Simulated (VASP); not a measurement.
Here is the system:

```yaml
crystal:
  lattice:
    - [0.00000, 2.72500, 2.72500]
    - [2.72500, 0.00000, 2.72500]
    - [2.72500, 2.72500, 0.00000]
  atoms:
    - { symbol: Ga, position: [0.00000, 0.00000, 0.00000] }
    - { symbol: P, position: [0.75000, 0.75000, 0.75000] }
```

These are r2SCAN meta-GGA, VASP's PBE PAW potentials (set 64) (plane waves; VASP 6.6.1) values and carry that method's errors. Run with 480 eV cut-off, 8×8×8 Γ-centred mesh, Gaussian smearing of 0.050 eV, potentials Ga_d P.

Problem. Predict the energy per atom (σ→0).

Solution. 
```json
{
  "energy per atom (σ→0)": "-10.731 eV/atom"
}
```

The compound is GaP in the zinc blende structure. The cell was not relaxed at this level.
